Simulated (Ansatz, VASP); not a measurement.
# LaBRh3 in two plane-wave programs

Aim: how closely do two programs agree when they are given the same cell, functional and k mesh? The cell is taken from a series of runs on this material, whose earlier steps may have relaxed, scaled, displaced or heated it; both programs get it as it stands.

Method: plane waves, with VASP 6.6.1 beside it; relaxation of cell and atoms at PBEsol, in Ansatz 0.2.0.

## 1. The starting structure

It takes space group Pm-3m (No. 221, cubic). The conventional cell has a = 4.224 Å, b = 4.224 Å, c = 4.224 Å, α = 90.00°, β = 90.00°, γ = 90.00°. La has 12 Rh at 2.99 Å and 8 B at 3.66 Å nearest. Nearest to B lie 6 Rh at 2.11 Å and 8 La at 3.66 Å. Nearest to Rh lie 2 B at 2.11 Å and 8 Rh at 2.99 Å and 4 La at 2.99 Å. Farther neighbours are not listed.

Structure file:

```xyz
5
Lattice="4.2237 0.0000 0.0000 0.0000 4.2237 0.0000 0.0000 0.0000 4.2237" Properties=species:S:1:pos:R:3 pbc="T T T"
La    0.0000    0.0000    0.0000
B     2.1119    2.1119    2.1119
Rh    0.0000    2.1119    2.1119
Rh    2.1119    0.0000    2.1119
Rh    2.1119    2.1119    0.0000
```

## 2. VASP: relaxation of cell and atoms, PBEsol

The relaxed volume is the usual yardstick between codes: in a stiff, nearly cubic crystal its relative difference is about their pressure difference at one cell divided by the bulk modulus.

Lines of VASP's logs that name or quote its potential files are left out, and so is its time.

File INCAR:

```
SYSTEM = LaBRh3
PREC = Accurate
ENCUT = 500
EDIFF = 1E-07
NELM = 200
ISMEAR = 1
SIGMA = 0.2
LREAL = .FALSE.
ALGO = Normal
GGA = PS
NBANDS = 36
LASPH = .TRUE.
LORBIT = 11
LWAVE = .FALSE.
LCHARG = .FALSE.
ISIF = 3
IBRION = 2
NSW = 80
EDIFFG = -0.005
GGA_COMPAT = .FALSE.
NELMIN = 4
LMAXMIX = 6
KPAR = 2
```

File POSCAR:

```
LaBRh3
1.0
    4.2237200000      0.0000000000      0.0000000000
    0.0000000000      4.2237200000      0.0000000000
    0.0000000000      0.0000000000      4.2237200000
La B Rh
1 1 3
Direct
    0.0000000000      0.0000000000      0.0000000000
    0.5000000000      0.5000000000      0.5000000000
    0.0000000000      0.5000000000      0.5000000000
    0.5000000000      0.0000000000      0.5000000000
    0.5000000000      0.5000000000      0.0000000000
```

File KPOINTS:

```
Automatic mesh
0
Gamma
8 8 8
0 0 0
```

The projector-augmented-wave data sets are La, B and Rh_pv (PBE family, release 64).

Started as:

```console
mpirun -np 2 vasp_std
```

Numbers of over 12 decimals in the logs are rounded to 6 here.

The program printed:

```text
[banner, memory and clock lines left out]
running    2 mpi-ranks, on    1 nodes
 distrk:  each k-point on    1 cores,    2 groups
 distr:  one band on    1 cores,    1 groups

 POSCAR found type information on POSCAR LaB Rh
 POSCAR found :  3 types and       5 ions
|                                                                             |
|               ----> ADVICE to this user running VASP <----                  |
|                                                                             |
|     You enforced a specific xc type in the INCAR file but a different       |
|     [... a line on the potential file left out ...]
|     I HOPE YOU KNOW WHAT YOU ARE DOING!                                     |
|                                                                             |

 LDA part: xc-table for (Slater+PW92), standard interpolation
 POSCAR, INCAR and KPOINTS ok, starting setup
 FFT: planning ... GRIDC
 FFT: planning ... GRID_SOFT
 FFT: planning ... GRID
 WAVECAR not read
 entering main loop
       N       E                     dE             d eps       ncg     rms          rms(c)
DAV:   1     0.639636438204E+03    0.63964E+03   -0.31023E+04  3368   0.245E+03
DAV:   2     0.499741050554E+02   -0.58966E+03   -0.56591E+03  2584   0.542E+02
DAV:   3    -0.349661871210E+02   -0.84940E+02   -0.78901E+02  3448   0.165E+02
DAV:   4    -0.433783166676E+02   -0.84121E+01   -0.81919E+01  4624   0.584E+01
DAV:   5    -0.436709272728E+02   -0.29261E+00   -0.29039E+00  3864   0.789E+00    0.229E+01
DAV:   6    -0.414105449029E+02    0.22604E+01   -0.52874E+01  3664   0.463E+01    0.859E+00
DAV:   7    -0.402437513968E+02    0.11668E+01   -0.10946E+01  4036   0.247E+01    0.456E+00
DAV:   8    -0.402182043800E+02    0.25547E-01   -0.60141E-01  4504   0.488E+00    0.170E+00
DAV:   9    -0.402031830215E+02    0.15021E-01   -0.76919E-02  3812   0.189E+00    0.463E-01
DAV:  10    -0.402029459763E+02    0.23705E-03   -0.39676E-03  4344   0.435E-01    0.850E-02
DAV:  11    -0.402029633959E+02   -0.17420E-04   -0.26177E-04  3592   0.117E-01    0.273E-02
DAV:  12    -0.402029630703E+02    0.32564E-06   -0.35879E-05  4544   0.543E-02    0.884E-03
DAV:  13    -0.402029630807E+02   -0.10453E-07   -0.70563E-06  3696   0.209E-02    0.316E-03
DAV:  14    -0.402029630826E+02   -0.18608E-08   -0.11962E-06  3792   0.698E-03    0.141E-03
DAV:  15    -0.402029631578E+02   -0.75228E-07   -0.15864E-07  2380   0.391E-03
   1 F= -.40202963E+02 E0= -.40199121E+02  d E =-.402030E+02
 curvature:   0.00 expect dE= 0.000E+00 dE for cont linesearch  0.000E+00
 trial: gam= 0.00000 g(F)=  0.000E+00 g(S)=  0.265E-04 ort = 0.000E+00 (trialstep = 0.100E+01)
 search vector abs. value=  0.265E-04
 bond charge predicted
       N       E                     dE             d eps       ncg     rms          rms(c)
DAV:   1    -0.402039255362E+02   -0.96245E-03   -0.16411E-02  2804   0.107E+00    0.242E-01
DAV:   2    -0.402031224738E+02    0.80306E-03   -0.77070E-03  3696   0.653E-01    0.917E-02
DAV:   3    -0.402029585041E+02    0.16397E-03   -0.87088E-04  3648   0.232E-01    0.254E-02
DAV:   4    -0.402029509348E+02    0.75693E-05   -0.92447E-05  4064   0.669E-02    0.915E-03
DAV:   5    -0.402029520701E+02   -0.11354E-05   -0.62844E-06  3584   0.170E-02    0.623E-03
DAV:   6    -0.402029538332E+02   -0.17631E-05   -0.99041E-07  3632   0.741E-03    0.146E-03
DAV:   7    -0.402029540927E+02   -0.25954E-06   -0.11152E-07  2104   0.327E-03    0.545E-04
DAV:   8    -0.402029541017E+02   -0.90040E-08   -0.40916E-08  1712   0.234E-03
   2 F= -.40202954E+02 E0= -.40199117E+02  d E =0.905609E-05
 trial-energy change:    0.000009  1 .order    0.000008   -0.000026    0.000042
 step:   0.3618(harm=  0.3852)  dis= 0.00000  next Energy=   -40.202968 (dE=-0.474E-05)
 bond charge predicted
       N       E                     dE             d eps       ncg     rms          rms(c)
DAV:   1    -0.402033624593E+02   -0.40837E-03   -0.66851E-03  2752   0.685E-01    0.153E-01
DAV:   2    -0.402030430761E+02    0.31938E-03   -0.30943E-03  3704   0.414E-01    0.575E-02
DAV:   3    -0.402029748045E+02    0.68272E-04   -0.34643E-04  3656   0.147E-01    0.164E-02
DAV:   4    -0.402029690874E+02    0.57171E-05   -0.36509E-05  4020   0.427E-02    0.587E-03
DAV:   5    -0.402029685420E+02    0.54543E-06   -0.22228E-06  3604   0.101E-02    0.389E-03
DAV:   6    -0.402029677077E+02    0.83426E-06   -0.34226E-07  3056   0.467E-03    0.873E-04
DAV:   7    -0.402029675768E+02    0.13093E-06   -0.40792E-08  1716   0.237E-03    0.287E-04
DAV:   8    -0.402029675832E+02   -0.64283E-08   -0.19904E-08  1600   0.167E-03
   3 F= -.40202968E+02 E0= -.40199127E+02  d E =-.442540E-05
 curvature:  -0.19 expect dE=-0.300E-08 dE for cont linesearch -0.300E-08
 trial: gam= 0.00000 g(F)=  0.116E-63 g(S)=  0.156E-07 ort =-0.643E-06 (trialstep = 0.872E+00)
 search vector abs. value=  0.157E-07
 reached required accuracy - stopping structural energy minimisation
```

Parts of OUTCAR (step 2):

```text
ion  position               nearest neighbor table
   1  0.000  0.000  0.000-   3 2.99   4 2.99   5 2.99   3 2.99   4 2.99   3 2.99   5 2.99   3 2.99
                             4 2.99   5 2.99   4 2.99   5 2.99
   2  0.500  0.500  0.500-   3 2.11   4 2.11   5 2.11   5 2.11   4 2.11   3 2.11
   3  0.000  0.500  0.500-   2 2.11   2 2.11   4 2.99   5 2.99   1 2.99   5 2.99   1 2.99   4 2.99
                             1 2.99   1 2.99   4 2.99   5 2.99   5 2.99   4 2.99
   4  0.500  0.000  0.500-   2 2.11   2 2.11   3 2.99   5 2.99   1 2.99   5 2.99   1 2.99   3 2.99
                             5 2.99   5 2.99   1 2.99   3 2.99   1 2.99   3 2.99
   5  0.500  0.500  0.000-   2 2.11   2 2.11   3 2.99   4 2.99   1 2.99   3 2.99   4 2.99   1 2.99
                             4 2.99   4 2.99   1 2.99   3 2.99   3 2.99   1 2.99

  LATTYP: Found a simple cubic cell.
 ALAT       =     4.2237200000

 Subroutine GETGRP returns: Found 48 space group operations
 (whereof 48 operations were pure point group operations)

The static configuration has the point symmetry O_h .

 Found     35 irreducible k-points:

   k-points           NKPTS =     35   k-points in BZ     NKDIM =     35   number of bands    NBANDS=     36

   dimension x,y,z NGX =    32 NGY =   32 NGZ =   32
   dimension x,y,z NGXF=    64 NGYF=   64 NGZF=   64

   ENCUT  =  500.0 eV  36.75 Ry    6.06 a.u.   7.70  7.70  7.70*2*pi/ulx,y,z

   NELECT =      59.0000    total number of electrons

 k-points in reciprocal lattice and weights: Automatic mesh
   0.00000000  0.00000000  0.00000000       0.002
   0.12500000  0.00000000  0.00000000       0.012
   0.25000000  0.00000000  0.00000000       0.012
   0.37500000  0.00000000  0.00000000       0.012
   0.50000000  0.00000000  0.00000000       0.006
   0.12500000  0.12500000  0.00000000       0.023
   0.25000000  0.12500000  0.00000000       0.047
   0.37500000  0.12500000  0.00000000       0.047
   0.50000000  0.12500000  0.00000000       0.023
[...]
0.50000000  0.50000000  0.37500000       0.012
   0.50000000  0.50000000  0.50000000       0.002

 average (electrostatic) potential at core
       1 -91.8109       2 -22.1099       3 -71.2847       4 -71.2847       5 -71.2847

 E-fermi :  10.4386

 k-point     1 :       0.0000    0.0000    0.0000
  band No.  band energies     occupation
    ...
     24       9.1944      2.00000
     25       9.1944      2.00000
     26       9.8559      2.00030
     27       9.8559      2.00030
     28       9.8559      2.00030
     29      10.6553     -0.06352
     30      10.6804     -0.07084
     31      10.6804     -0.07084
     32      10.6804     -0.07084
     33      13.9636     -0.00000
    ...

 k-point     2 :       0.1250    0.0000    0.0000
  band No.  band energies     occupation
    ...
     24       8.6671      2.00000
     25       9.1934      2.00000
     26       9.3890      2.00000
     27       9.3890      2.00000
     28      10.1468      2.05885
     29      10.5374      0.26685
     30      10.6807     -0.07085
     31      11.1674     -0.00000
     32      11.1674     -0.00000
     33      13.9433     -0.00000
    ...

 k-point     3 :       0.2500    0.0000    0.0000
  band No.  band energies     occupation
    ...
     25       8.9644      2.00000
     26       8.9644      2.00000
     27       9.1756      2.00000
     28      10.0169      2.01109
     29      10.2073      2.06935
     30      10.6815     -0.07088
     31      11.7982     -0.00000
     32      11.7982     -0.00000
     33      13.8834     -0.00000
     34      13.9941     -0.00000
    ...

  Total        0.0007346      0.0007346      0.0007346      0.0000000     -0.0000000      0.0000000
  in kB        0.0156241      0.0156241      0.0156241      0.0000000     -0.0000000      0.0000000
  external PRESSURE =       0.0156241 kB  Pullay stress =       0.0000000 kB

  energy-cutoff  :      500.00
  volume of cell :       75.33
      direct lattice vectors                 reciprocal lattice vectors
     4.223273952  0.000000000  0.000000000     0.236783124  0.000000000  0.000000000
    -0.000000000  4.223273952  0.000000000    -0.000000000  0.236783124  0.000000000
    -0.000000000 -0.000000000  4.223273952    -0.000000000 -0.000000000  0.236783124

 POSITION                                       TOTAL-FORCE (eV/Angst)
 -----------------------------------------------------------------------------------
      0.00000      0.00000      0.00000        -0.000000     -0.000000      0.000000
      2.11164      2.11164      2.11164        -0.000000     -0.000000      0.000000
     -0.00000      2.11164      2.11164         0.000000     -0.000000      0.000000
      2.11164     -0.00000      2.11164        -0.000000      0.000000      0.000000
      2.11164      2.11164      0.00000        -0.000000     -0.000000     -0.000000
 -----------------------------------------------------------------------------------
    total drift:                                0.000000     -0.000000     -0.000000

  FREE ENERGIE OF THE ION-ELECTRON SYSTEM (eV)
  ---------------------------------------------------
  free  energy   TOTEN  =       -40.2029675832 eV

  energy  without entropy=      -40.1914472899  energy(sigma->0) =      -40.19912749

 reached required accuracy - stopping structural energy minimisation

 total charge
# of ion       s       p       d       f       tot
--------------------------------------------------
    1        2.095   5.590   0.869   0.232   8.785
    2        0.736   1.121   0.000   0.000   1.857
    3        0.373   6.252   7.295   0.000  13.920
    4        0.373   6.252   7.295   0.000  13.920
    5        0.373   6.252   7.295   0.000  13.920
--------------------------------------------------
tot          3.951  25.465  22.755   0.232  52.403

[... 3 further parts left out ...]
```

CONTCAR:

```
LaBRh3
   1.00000000000000
     4.2232739517931961    0.0000000000000000    0.0000000000000000
    -0.0000000000000000    4.2232739517931961    0.0000000000000000
    -0.0000000000000000   -0.0000000000000000    4.2232739517931961
  La              B               Rh
     1     1     3
Direct
     0.0000000000000000    0.0000000000000000    0.0000000000000000
     0.5000000000000000    0.5000000000000000    0.5000000000000000
     0.0000000000000000    0.5000000000000000    0.5000000000000000
     0.5000000000000000    0.0000000000000000    0.5000000000000000
     0.5000000000000000    0.5000000000000000    0.0000000000000000
```

The run keeps the 48 symmetry operations of its start, so it cannot find a distortion of lower symmetry.

[end of part 1 of 2]

[Lines on the potential files, build, host, timing and source positions are cut from VASP's logs without a mark.]

[Logs are printed without paths, hosts, clocks, repeated set-up lines and the standing remarks that a program may print on its own settings, such as how far it seeks lower states.]

[Hosts, paths, dates, database ids (printed as entryN), source tags and the programs' standing remarks are cut or masked in the printed files.]
